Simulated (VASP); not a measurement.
Given:

```
CELL_PARAMETERS angstrom
     -2.10214     2.10214     5.40077
      2.10214    -2.10214     5.40077
      2.10214     2.10214    -5.40077
ATOMIC_POSITIONS crystal
  Sr 0.00000 0.00000 0.00000
  Ge 0.36871 0.36871 0.00000
  Ge 0.63129 0.63129 0.00000
  Ir 0.25000 0.75000 0.50000
  Ir 0.75000 0.25000 0.50000
```

Method: PBEsol GGA, VASP's PBE PAW potentials (set 64) (plane waves; VASP 6.6.1). Settings: 300 eV cut-off, 7×7×7 Γ-centred mesh, Gaussian smearing of 0.14 eV, potentials Sr_sv Ge_d Ir.

At this cut-off the stress carries a Pulay error, which pulls relaxed volumes low. Unless said otherwise, spin-orbit coupling is left out, though it shifts the bands of the heavy elements here.

Estimate the energy per atom (σ→0), pressure, largest force, band gap (on the k-mesh) with the smallest direct gap where there is one.

```yaml
band gap (on the k-mesh): none (metal, semimetal or under 0.01 eV)
energy per atom (σ→0): -6.929 eV/atom
pressure: -3.06 GPa
largest_force: 0.152 eV/Å
```

The absolute energy has meaning only against runs of the same code, potentials and settings.

The structure comes from a computed database's Ir2SrGe2 entry; how it stands against other phases isn't given here. The cell was not relaxed at this level. The k-mesh is coarse (spacing up to 0.30 per Å, 2π included), so the numbers may not be converged in it.
